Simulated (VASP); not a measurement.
Data:

```
CELL_PARAMETERS angstrom
      4.24914    -2.32050     0.00000
      4.24914     2.32050     0.00000
      2.98189     0.00000     3.81422
ATOMIC_POSITIONS crystal
  Bi 0.23400 0.23400 0.23400
  Bi 0.76600 0.76600 0.76600
```

Computed with PBE GGA, VASP's PBE PAW potentials (set 64) (plane waves; VASP). Numerical set-up: 400 eV cut-off, 2×2×2 Monkhorst-Pack mesh, first-order Methfessel-Paxton smearing of 0.10 eV, potentials Bi_d.

Task: Which forces act on the atoms, in eV/Å?

Result: 
```json
[
 {"atom": "Bi1", "Fx": "0.119", "Fy": "0.000", "Fz": "0.039"},
 {"atom": "Bi2", "Fx": "-0.119", "Fy": "0.000", "Fz": "-0.039"}
]
```

Task: Give the stress tensor in GPa (positive for a compressed cell).

Result: 
```
-7.87   0.00  -3.17
 0.00   1.65   0.00
-3.17   0.00   0.60
```
The pressure is its mean diagonal, -1.87 GPa.

The compound is Bi in the a7 structure. The cell was not relaxed at this level. The k-mesh is coarse (spacing up to 0.82 per Å, 2π included), so the numbers may not be converged in it. The run is one of a series of settings (KPOINTS 2×2×2 Monkhorst-Pack mesh against the base run), some of them coarse on purpose.
